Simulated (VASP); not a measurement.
Data:

```
Ir
1.0
    0.00000     1.92616     1.92616
    1.92616     0.00000     1.92616
    1.92616     1.92616     0.00000
Ir
1
Direct
  0.00000   0.00000   0.00000
```

Computed with r2SCAN meta-GGA, VASP's PBE PAW potentials (set 64) (plane waves; VASP). Numerical set-up: 400 eV cut-off, 18×18×18 Γ-centred mesh, tetrahedra with Blöchl corrections, potentials Ir.

Problem. Give the energies of bands 1 to 6 at the high-symmetry points, in eV from the Fermi level.

Solution. 
```csv
band,Γ,X,U,L,W
1,-11.41,-8.08,-7.10,-8.30,-6.39
2,-3.93,-7.51,-6.12,-4.08,-4.98
3,-3.93,0.83,-2.94,-4.08,-4.98
4,-3.93,1.54,-0.94,-0.67,-1.85
5,-1.27,1.54,0.67,0.92,1.55
6,-1.27,1.79,6.72,0.92,8.62
```

It has no gap at this level: it comes out as a metal or semimetal.

The compound is Ir in the fcc structure. It was relaxed first.
